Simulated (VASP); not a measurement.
The system is Tc3Sn.

```
Sn Tc
1.0
     2.94159    0.00000    0.00000
    -1.47079    2.54749    0.00000
     0.00000    0.00000    8.63345
Sn Tc
1 3
Cartesian
  0.0000 0.0000 0.0000
  0.0000 1.6983 6.3734
  0.0000 1.6983 2.2601
  0.0000 0.0000 4.3167
```

The cell comes from a database or a generator and needn't be the stable form of this composition.

```yaml
Program: VASP 6.6.1
Task: single point
Functional: PBE
Potentials_or_basis: VASP PAW PBE potentials, release 64 (Sn_d, Tc_pv)
Cutoff: 520 eV
k_mesh: 10 × 10 × 3
Occupations: fermi-dirac, width 0.05 eV
Spin: no spin polarisation
```

On this cell: pressure -2.2 GPa; largest force 0.112 eV/Å; band gap on the k mesh none (metal or under the smearing width).

The same run follows on a disturbed copy (atoms moved at random, drawn with an rms of 0.05 Å):

```
CELL_PARAMETERS angstrom
2.94159 0.00000 0.00000
-1.47079 2.54749 0.00000
0.00000 0.00000 8.63345
ATOMIC_POSITIONS crystal
Sn 0.01850 0.99725 0.00005
Tc 0.32888 0.66001 0.74084
Tc 0.34045 0.65437 0.25598
Tc 0.99133 0.98506 0.49811
```

Question: What does the disturbed cell give?

Answer: The energy (extrapolated to zero smearing) moves by +9.3 meV/atom; pressure -2.7 GPa; largest force 0.740 eV/Å; band gap on the k mesh none (metal or under the smearing width).

Forces on the atoms (eV/Å):
```
Sn  -0.131 -0.054 -0.182
Tc   0.115 -0.041 -0.638
Tc  -0.079  0.033  0.735
Tc   0.095  0.063  0.084
```

Stress tensor (GPa, compression positive):
```
-2.25  0.05  0.16
 0.05 -2.39  0.04
 0.16  0.04 -3.56
```
